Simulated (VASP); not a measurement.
Level of theory: PBE GGA, VASP's PBE PAW potentials (set 64) (plane waves; VASP).

A VASP calculation is set up with these files.

### INCAR
```
! general
SYSTEM =Tc
PREC   =Accurate
ENCUT  =400
LREAL  =.FALSE.
LASPH  =.TRUE.
NELECT =25.98

! electronic loop
EDIFF  =1E-6
NELM   =100
ALGO   =Normal
LMAXMIX=4

! smearing
ISMEAR =0
SIGMA  =0.05

! functional
GGA    =PE

! ions
ISIF   =2

! output
LWAVE  =.FALSE.
LCHARG =.FALSE.
```

### POSCAR
```
Tc
1
    1.3790380000    -2.3367110000     0.0000000000
    1.3790380000     2.3367110000     0.0000000000
    0.0000000000     0.0000000000     4.3470930000
Tc
2
Direct
  0.3333330000   0.6666670000   0.2500000000
  0.6767050000   0.3433710000   0.7500000000
```

**KPOINTS**
```
Automatic mesh
0
Gamma
14 14 8
0 0 0
```

POTCAR, in this order: Tc_pv (PBE.64 set). Program: vasp_std.

Output

### OSZICAR
```
       N       E                     dE             d eps       ncg     rms          rms(c)
DAV:   1     0.274191994867E+03    0.27419E+03   -0.14133E+04 17344   0.126E+03
DAV:   2    -0.156570786206E+02   -0.28985E+03   -0.28693E+03 19071   0.415E+02
DAV:   3    -0.223092013185E+02   -0.66521E+01   -0.64888E+01 20073   0.738E+01
DAV:   4    -0.223663759103E+02   -0.57175E-01   -0.56532E-01 18814   0.676E+00
DAV:   5    -0.223669193325E+02   -0.54342E-03   -0.54332E-03 18858   0.610E-01    0.245E+01
DAV:   6    -0.210969740939E+02    0.12699E+01   -0.30206E+00 18046   0.173E+01    0.786E+00
DAV:   7    -0.209417695360E+02    0.15520E+00   -0.58760E-01 19364   0.696E+00    0.943E-01
DAV:   8    -0.209318606793E+02    0.99089E-02   -0.10772E-02 17546   0.113E+00    0.174E-01
DAV:   9    -0.209319518719E+02   -0.91193E-04   -0.27821E-04 20248   0.143E-01    0.195E-02
DAV:  10    -0.209319484294E+02    0.34425E-05   -0.10897E-05 17752   0.296E-02    0.909E-03
DAV:  11    -0.209319477216E+02    0.70778E-06   -0.73029E-07  8991   0.917E-03
   1 F= -.20931948E+02 E0= -.20930681E+02  d E =-.253396E-02
```

**OUTCAR**
```
------------------------ aborting loop because EDIFF is reached ----------------------------------------
  FORCE on cell =-STRESS in cart. coord.  units (eV):
  Direction    XX          YY          ZZ          XY          YZ          ZX
  --------------------------------------------------------------------------------------
  Total        0.3356319      1.4954725      1.2473719     -0.1553554      0.0000000      0.0000000
  in kB       19.1939185     85.5221981     71.3339673     -8.8843742      0.0000000      0.0000000
  external PRESSURE =      58.6833613 kB  Pullay stress =       0.0000000 kB
  volume of cell :       28.02
      direct lattice vectors                 reciprocal lattice vectors
     1.379038000 -2.336711000  0.000000000     0.362571590 -0.213975969  0.000000000
     1.379038000  2.336711000  0.000000000     0.362571590  0.213975969  0.000000000
     0.000000000  0.000000000  4.347093000     0.000000000  0.000000000  0.230038787
 POSITION                                       TOTAL-FORCE (eV/Angst)
 -----------------------------------------------------------------------------------
      1.37904      0.77891      1.08677         0.072870      0.102957      0.000000
      1.40672     -0.77891      3.26032        -0.072870     -0.102957     -0.000000
 -----------------------------------------------------------------------------------
    total drift:                               -0.000043      0.000002      0.000000
  FREE ENERGIE OF THE ION-ELECTRON SYSTEM (eV)
  ---------------------------------------------------
  free  energy   TOTEN  =       -20.9319477216 eV

  energy  without entropy=      -20.9294137573  energy(sigma->0) =      -20.93068074
```
(Selected blocks of OUTCAR.)

The cell is charged, with a uniform compensating background.

The compound is Tc in the hcp structure. The cell was not relaxed at this level, atoms are displaced from their ideal sites. The run is one of a series of settings (ISMEAR = 0, NELECT = 25.98, SIGMA = 0.05 against the base run), some of them coarse on purpose.
